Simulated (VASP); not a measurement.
Calculation: revPBE GGA, VASP's PBE PAW potentials (set 64) (plane waves; VASP).

VASP ran on this input.

**INCAR**
```
SYSTEM = TiCo
PREC = Accurate
ENCUT = 520
EDIFF = 1E-7
NELM = 100
ALGO = Normal
LREAL = .FALSE.
LASPH = .TRUE.
ISMEAR = 1
SIGMA = 0.1
GGA = RE
LMAXMIX = 4
LWAVE = .FALSE.
LCHARG = .FALSE.
ISIF = 2
```

### POSCAR
```
TiCo
1
    2.9575918270     0.0000000000     0.0000000000
    0.0000000000     2.9575918270     0.0000000000
    0.0000000000     0.0000000000     2.9575918270
Ti Co
1 1
Direct
  0.0000000000   0.0000000000   0.0000000000
  0.5000000000   0.5000000000   0.5000000000
```

KPOINTS:
```
Automatic mesh
0
Gamma
12 12 12
0 0 0
```

POTCAR, in this order: Ti_sv Co (PBE.64 set). Program: vasp_std.

Output

OUTCAR:
```
 ion  position               nearest neighbor table
   1  0.000  0.000  0.000-   2 2.56   2 2.56   2 2.56   2 2.56   2 2.56   2 2.56   2 2.56   2 2.56
  LATTYP: Found a simple cubic cell.
 ALAT       =     2.9575918270
 Subroutine PRICEL returns:
 Original cell was already a primitive cell.
 Subroutine GETGRP returns: Found 48 space group operations
The static configuration has the point symmetry O_h .
The dynamic configuration has the point symmetry O_h .
 Subroutine INISYM returns: Found 48 space group operations
 Subroutine IBZKPT returns following result:
 Found     84 irreducible k-points:

 Following reciprocal coordinates:
            Coordinates               Weight
  0.000000  0.000000  0.000000      1.000000
  0.083333  0.000000  0.000000      6.000000
  0.166667  0.000000  0.000000      6.000000
  0.250000  0.000000  0.000000      6.000000
  0.333333  0.000000  0.000000      6.000000
  0.416667  0.000000  0.000000      6.000000
  0.500000  0.000000  0.000000      3.000000
  0.083333  0.083333  0.000000     12.000000
  0.166667  0.083333  0.000000     24.000000
  0.250000  0.083333  0.000000     24.000000
  0.333333  0.083333  0.000000     24.000000
  0.416667  0.083333  0.000000     24.000000
  0.500000  0.083333  0.000000     12.000000
  0.166667  0.166667  0.000000     12.000000
  0.250000  0.166667  0.000000     24.000000
  0.333333  0.166667  0.000000     24.000000
  0.416667  0.166667  0.000000     24.000000
  0.500000  0.166667  0.000000     12.000000
  0.250000  0.250000  0.000000     12.000000
  0.333333  0.250000  0.000000     24.000000
  0.416667  0.250000  0.000000     24.000000
  0.500000  0.250000  0.000000     12.000000
  0.333333  0.333333  0.000000     12.000000
  0.416667  0.333333  0.000000     24.000000
  0.500000  0.333333  0.000000     12.000000
...
```

### OSZICAR
```
       N       E                     dE             d eps       ncg     rms          rms(c)
DAV:   1     0.154747126592E+03    0.15475E+03   -0.10641E+04  2352   0.191E+03
DAV:   2    -0.761515933911E+01   -0.16236E+03   -0.15972E+03  2400   0.414E+02
DAV:   3    -0.167806522286E+02   -0.91655E+01   -0.90815E+01  3784   0.107E+02
DAV:   4    -0.170249518260E+02   -0.24430E+00   -0.24343E+00  2838   0.148E+01
DAV:   5    -0.170362092156E+02   -0.11257E-01   -0.11257E-01  3494   0.279E+00    0.132E+01
DAV:   6    -0.152437845286E+02    0.17924E+01   -0.12425E+01  2954   0.541E+01    0.634E+00
DAV:   7    -0.175813120214E+02   -0.23375E+01   -0.26951E+01  3836   0.496E+01    0.225E+01
DAV:   8    -0.148308787277E+02    0.27504E+01   -0.15875E+01  3522   0.390E+01    0.173E+00
DAV:   9    -0.148683683577E+02   -0.37490E-01   -0.28725E-01  3104   0.521E+00    0.184E+00
DAV:  10    -0.148537124642E+02    0.14656E-01   -0.83902E-02  3518   0.369E+00    0.459E-01
DAV:  11    -0.148524484404E+02    0.12640E-02   -0.60367E-03  2960   0.924E-01    0.273E-01
DAV:  12    -0.148520021207E+02    0.44632E-03   -0.16199E-03  3438   0.350E-01    0.849E-02
DAV:  13    -0.148519292036E+02    0.72917E-04   -0.19652E-04  2946   0.132E-01    0.380E-02
DAV:  14    -0.148519215912E+02    0.76124E-05   -0.59030E-05  3454   0.672E-02    0.580E-03
DAV:  15    -0.148519218433E+02   -0.25209E-06   -0.28730E-06  2642   0.240E-02    0.128E-03
DAV:  16    -0.148519219902E+02   -0.14695E-06   -0.12199E-07  1806   0.538E-03    0.319E-04
DAV:  17    -0.148519219426E+02    0.47682E-07   -0.17068E-08  1302   0.180E-03
   1 F= -.14851922E+02 E0= -.14851455E+02  d E =-.140005E-02
```

### OUTCAR
```
------------------------ aborting loop because EDIFF is reached ----------------------------------------
  FORCE on cell =-STRESS in cart. coord.  units (eV):
  Direction    XX          YY          ZZ          XY          YZ          ZX
  --------------------------------------------------------------------------------------
  Total        0.8594192      0.8594192      0.8594192      0.0000000      0.0000000     -0.0000000
  in kB       53.2231903     53.2231903     53.2231903      0.0000000      0.0000000     -0.0000000
  external PRESSURE =      53.2231903 kB  Pullay stress =       0.0000000 kB
  volume of cell :       25.87
      direct lattice vectors                 reciprocal lattice vectors
     2.957591827  0.000000000  0.000000000     0.338112917  0.000000000  0.000000000
     0.000000000  2.957591827  0.000000000     0.000000000  0.338112917  0.000000000
     0.000000000  0.000000000  2.957591827     0.000000000  0.000000000  0.338112917
 POSITION                                       TOTAL-FORCE (eV/Angst)
 -----------------------------------------------------------------------------------
      0.00000      0.00000      0.00000         0.000000      0.000000      0.000000
      1.47880      1.47880      1.47880         0.000000      0.000000      0.000000
 -----------------------------------------------------------------------------------
    total drift:                                0.000000      0.000000     -0.000000
  FREE ENERGIE OF THE ION-ELECTRON SYSTEM (eV)
  ---------------------------------------------------
  free  energy   TOTEN  =       -14.8519219426 eV

  energy  without entropy=      -14.8505218901  energy(sigma->0) =      -14.85145526
```
(Selected blocks of OUTCAR.)

The compound is TiCo in the CsCl type structure. This cell is one point of a volume scan, at 0.97 of the reference volume. The run is not spin-polarised, so no magnetic state was tried. The electron count is odd and the run is not spin-polarised, which forces a metal.
